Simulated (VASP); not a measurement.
Crystal: Sb2Te4O.

```
Sb Te O
1.0
     5.05142    0.00000    0.00000
    -2.52571    4.37465    0.00000
     0.00000    0.00000    9.93096
Sb Te O
2 4 1
Direct
  0.00000 0.00000 0.22146
  0.00000 0.00000 0.77854
  0.50000 0.00000 0.00000
  0.00000 0.50000 0.00000
  0.50000 0.50000 0.00000
  0.00000 0.00000 0.50000
  0.00000 0.00000 0.00000
```

The cell was built by a generator and needn't be a form met in nature.

```yaml
Program: VASP 6.6.1
Task: relaxation of cell and atoms
Functional: PBE
Potentials_or_basis: VASP PAW PBE potentials, release 64 (Sb, Te, O)
Cutoff: 520 eV
k_mesh: 3 × 3 × 2
Occupations: gaussian, width 0.15 eV
Spin: no spin polarisation
```

At the start: pressure 24.7 GPa; volume 31.35 Å³/atom.

Q: Where does the relaxation end?

A: Over 13 steps the energy falls by 928.6 meV/atom and the volume is 45.10 Å³/atom (+43.9 %); space group P6/mmm (No. 191, to 0.05 Å).

Step by step:
```tsv
step	energy change (eV)	largest force (eV/Å)	pressure (GPa)	volume (Å³)
1	0.0000	0.7660	24.68	219.46
2	-4.5104	1.3266	-4.73	404.15
3	-6.3870	0.2945	-0.36	309.35
4	-6.3860	0.3115	-0.61	312.13
5	-6.4416	0.4168	-0.04	306.90
6	-6.4462	0.4729	0.16	305.24
7	-6.4465	0.4974	0.23	304.55
8	-6.4713	0.3280	0.22	305.61
9	-6.4928	0.0494	0.26	307.15
10	-6.4555	0.7986	0.75	310.20
11	-6.4950	0.0250	0.30	307.62
12	-6.4953	0.1414	0.37	308.07
13	-6.4999	0.0745	-0.07	315.70
```

Final structure:
```yaml
crystal:
  lattice:
    - [6.10781, 0.00000, 0.00000]
    - [-3.05391, 5.28952, 0.00000]
    - [0.00000, 0.00000, 9.77172]
  atoms:
    - { symbol: Sb, position: [0.00000, 0.00000, 0.21059] }
    - { symbol: Sb, position: [0.00000, 0.00000, 0.78941] }
    - { symbol: Te, position: [0.50000, 0.00000, 0.00000] }
    - { symbol: Te, position: [0.00000, 0.50000, 0.00000] }
    - { symbol: Te, position: [0.50000, 0.50000, 0.00000] }
    - { symbol: Te, position: [0.00000, 0.00000, 0.50000] }
    - { symbol: O, position: [0.00000, 0.00000, 0.00000] }
```

Caveat: the k mesh is coarse (spacing up to 0.48 Å⁻¹), so the values aren't converged; the volume moved by over 15 % at a fixed basis, so the end points are rough.
